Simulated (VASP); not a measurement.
Input:

```xyz
2
Lattice="0.0000 3.0451 3.0451 3.0451 0.0000 3.0451 3.0451 3.0451 0.0000" Properties=species:S:1:pos:R:3 pbc="T T T"
In     0.0000     0.0000     0.0000
As     1.5225     1.5225     1.5225
```

All values below come from PBEsol GGA, VASP's PBE PAW potentials (set 64) (plane waves; VASP). Run with 480 eV cut-off, 10×10×10 Γ-centred mesh, first-order Methfessel-Paxton smearing of 0.10 eV, potentials In_d As.

Unless said otherwise, spin-orbit coupling is left out, though it shifts the bands of the heavy elements here.

Task: Estimate the energy per atom (σ→0), band gap (on the k-mesh) with the smallest direct gap where there is one.

Result: 
```json
{
 "band gap (on the k-mesh)": "none (metal, semimetal or under 0.01 eV)",
 "energy per atom (σ→0)": "-4.245 eV/atom"
}
```

The absolute energy has meaning only against runs of the same code, potentials and settings.

The compound is InAs in the zinc blende structure. It was relaxed first.
